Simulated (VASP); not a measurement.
Method: PBEsol GGA, VASP's PBE PAW potentials (set 64) (plane waves; VASP 6.6.1).

Gaps are without spin-orbit coupling.

The volume per atom is 10.35 Å³/atom and the band gap (over mesh and band path) comes out as 2.11 eV. The smallest direct gap (over mesh and band path) is 3.23 eV.

Problem. Which relaxed crystal gives these values?
A) HgO, P3_121 (152)
B) TlCl, Pm-3m (221)
C) AlGaP2, P-4m2 (115)
D) SiC, P6_3mc (186)

Solution. D, SiC, P6_3mc (186)
